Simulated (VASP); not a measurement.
An input for Ansatz (written as the equivalent of a VASP run, and not itself run):

Ansatz 0.2 input:
```yaml
crystal:
  lattice:
    - [0.0000000, 1.7835000, 1.7835000]
    - [1.7835000, 0.0000000, 1.7835000]
    - [1.7835000, 1.7835000, 0.0000000]
  atoms:
    - { symbol: C, position: [0.5000000, 0.5000000, 0.5000000] }
    - { symbol: C, position: [0.7500000, 0.7500000, 0.7500000] }
kpoints:
  mp_grid: { grid: [11, 11, 11] }
hamiltonian:
  xc: pbe
  pseudopotentials: { kind: paw }
scf:
  occupations: { method: gaussian, width: 0.05 }
  max_iter: 100
relax:
  max_steps: 60
  f_tol: 0.01
  cell: {}
output: { forces: true, stress: true, eigenvalues: true }
```

Task: Write the VASP files for the same calculation (PBE).

Result: Several could match; the one computed here: 
POSCAR:
```
C
1.0
  0.0000000000   1.7835000000   1.7835000000
  1.7835000000   0.0000000000   1.7835000000
  1.7835000000   1.7835000000   0.0000000000
C
2
Cart
  1.7835000000   1.7835000000   1.7835000000
  2.6752500000   2.6752500000   2.6752500000
```

File KPOINTS:
```
Automatic mesh
0
Gamma
11 11 11
0 0 0
```

**INCAR**
```
! general
SYSTEM = C
PREC   = Accurate
ENCUT  = 530   ! plane-wave cut-off (eV)
LREAL  = F
LASPH  = T   ! aspherical one-centre terms

! electronic loop
EDIFF  = 1E-6   ! SCF stop (eV)
NELM   = 100
ALGO   = Normal

! smearing
ISMEAR = 0   ! Gaussian
SIGMA  = 0.05   ! width (eV)

! functional
GGA    = PE   ! PBE

! ions
IBRION = 2
NSW    = 60
ISIF   = 3
EDIFFG = -0.01

! output
LWAVE  = F
LCHARG = F
```

POTCAR, in this order: C (PBE.64 set). Program: vasp_std.

Limits of the translation: each code has its own PAW files, so the cut-off isn't converted (ENCUT is set for VASP's; basis.ecutwfc is left out, and Ansatz then takes the one that its files recommend); Ansatz stops its SCF on the density residual and VASP on the energy change (EDIFF).

The compound is C in the diamond structure. This run relaxes it. Symmetry was kept, so distortions that lower it aren't found.
